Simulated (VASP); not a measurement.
## CeZn2Ni: equation of state with PBE

Crystal: CeZn2Ni.

```
Ce Zn Ni
1.0
     3.86439    0.00000    0.00000
     0.00000    3.86439    0.00000
     0.00000    0.00000    4.91927
Ce Zn Ni
1 2 1
Direct
  0.00000 0.00000 0.00000
  0.00000 0.50000 0.50000
  0.50000 0.00000 0.50000
  0.50000 0.50000 0.00000
```

The cell comes from a database or a generator and needn't be the stable form of this composition.

```yaml
Program: VASP 6.6.1
Task: equation of state
Functional: PBE
Potentials_or_basis: VASP PAW PBE potentials, release 64 (Ce, Zn, Ni)
Cutoff: 520 eV
k_mesh: 7 × 7 × 6
Occupations: fermi-dirac, width 0.05 eV
Spin: collinear spin, ferromagnetic start
Starting_moments: "[1.0, 0.0, 0.0, 1.0] μB"
Further_INCAR_settings: ALGO = Normal; EDIFF = 1e-07; NBANDS = 35
```

* Equilibrium volume: 18.53 Å³/atom
* Bulk modulus at fixed shape and positions: 71 GPa
* Pressure derivative of the bulk modulus: 4.6

Energy against volume, from the lowest point:
```
volume (Å³/atom)  energy (meV/atom)
          17.264              21.64
          17.631              10.31
          17.998               3.25
          18.365               0.00
          18.733               0.16
          19.100               3.38
          19.467               9.33
```

All runs of the series together: 45 min on 1 thread of Intel(R) Xeon(R) 6975P-C (Granite Rapids), with other jobs on the host.

Caveat: the magnetic or orbital state may not be the lowest; the cell was scaled at fixed shape and fractional positions, which overstates the stiffness of a crystal with free parameters, most of all of layers and chains; without U or exact exchange the open f shell lies at the Fermi level, which spoils levels, moments and volumes. The state reached can hang on the start; a lower one may exist.
